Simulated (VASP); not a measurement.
An input for Quantum ESPRESSO's pw.x (written as the equivalent of a VASP run, and not itself run):

```
&CONTROL
  calculation = 'scf'
  pseudo_dir = './pseudo'
  outdir = './out'
  tprnfor = .true.
  tstress = .true.
/
&SYSTEM
  ibrav = 0
  nat = 2
  ntyp = 2
  ecutwfc = 84
  occupations = 'tetrahedra'
  input_dft = 'vdw-df2-b86r'
/
&ELECTRONS
  conv_thr = 7.3e-09
  electron_maxstep = 100
/
ATOMIC_SPECIES
  Li 6.940 Li.upf
  F 18.998 F.upf
CELL_PARAMETERS angstrom
     0.0000000    2.0150000    2.0150000
     2.0150000    0.0000000    2.0150000
     2.0150000    2.0150000    0.0000000
ATOMIC_POSITIONS crystal
  Li   0.0000000  0.0000000  0.0000000
  F    0.5000000  0.5000000  0.5000000
K_POINTS automatic
  13 13 13 0 0 0
```

Translate this input to VASP (INCAR, KPOINTS, POSCAR, choice of POTCAR).

Several could match; the one computed here: 
**INCAR**
```
AGGAC  =  0.0
ALGO  =  Normal
EDIFF  =  1E-7
ENCUT  =  520
GGA  =  MK
ISIF  =  2
ISMEAR  =  -5
LASPH  =  T
LCHARG  =  T
LORBIT  =  11
LREAL  =  F
LUSE_VDW  =  T
LWAVE  =  F
NEDOS  =  601
NELM  =  100
PARAM1  =  0.1234568
PARAM2  =  0.7114
PREC  =  Accurate
SYSTEM  =  LiF
ZAB_VDW  =  -1.8867
```

KPOINTS:
```
kpoints
0
Gamma
 13 13 13
```

File POSCAR:
```
LiF
1
    0.0000000000     2.0150000000     2.0150000000
    2.0150000000     0.0000000000     2.0150000000
    2.0150000000     2.0150000000     0.0000000000
Li F
1 1
Direct
  0.0000000000   0.0000000000   0.0000000000
  0.5000000000   0.5000000000   0.5000000000
```

POTCAR, in this order: Li_sv F (PBE.64 set). Program: vasp_std.

The two are equivalent in intent, not identical: the potentials are each code's own (VASP's PAW set, PseudoDojo norm-conserving files in pw.x), so ENCUT and ecutwfc are chosen apart and not converted; conv_thr bounds pw.x's estimated SCF error, while EDIFF bounds the energy change between steps.

The compound is LiF in the rock salt structure. The cell was not relaxed at this level.
